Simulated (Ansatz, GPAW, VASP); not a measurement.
# One calculation of YMg6Sb, 3 ways

```
Sb Y Mg
1.0
     5.38225    0.00000    0.00000
     0.00000    3.11442    5.80477
     0.00000   -3.11442    5.80477
Sb Y Mg
1 1 6
Direct
  0.50000 0.66650 0.66650
  0.50000 0.17052 0.17052
  0.00000 0.83557 0.83557
  0.00000 0.33612 0.33612
  0.00000 0.32875 0.82738
  0.00000 0.82738 0.32875
  0.50000 0.16926 0.66591
  0.50000 0.66591 0.16926
```

The cell comes from a database or a generator and needn't be the stable form of this composition.

Alike in all runs: task single point; functional RPBE; k mesh 5 × 5 × 5; occupations gaussian, width 0.1 eV; no spin polarisation; no spin-orbit coupling. Pressure is positive in compression and, in plane waves, holds the error of the finite cutoff, which Ansatz's Pulay term estimates and takes out.

```tsv
program and potentials	plane-wave cutoff (eV)	notes	pressure (GPa)	largest force (eV/Å)
Ansatz, Ansatz PAW	420	potentials made for PBE, which Ansatz adapts in part; 10.75 valence electrons an atom on average	1.19	0.097
GPAW, the program's PAW data sets (release 1.2.1) made for this functional	800	10.75 valence electrons an atom on average	1.06	0.097
VASP, PBE PAW files Mg, Sb, Y_sv, 520 eV	520	potentials made for PBE; 3.5 valence electrons an atom on average	1.05	0.099
```

Force on atom 5 (Mg), eV/Å:

```tsv
program and potentials	x	y	z
Ansatz, Ansatz PAW	0.000	-0.019	-0.095
GPAW, the program's PAW data sets (release 1.2.1) made for this functional	0.000	-0.017	-0.095
VASP, PBE PAW files Mg, Sb, Y_sv, 520 eV	0.000	-0.020	-0.097
```

The pressure spans 1.05 (VASP, PBE PAW files Mg, Sb, Y_sv, 520 eV) to 1.19 GPa (Ansatz, Ansatz PAW). Some sets were made for another functional than the one run, which can shift their rows.

Differences between rows come from potentials, basis sets and numerical settings, since the functional is the same but for its coding. Runs on potential files found faulty are left out.
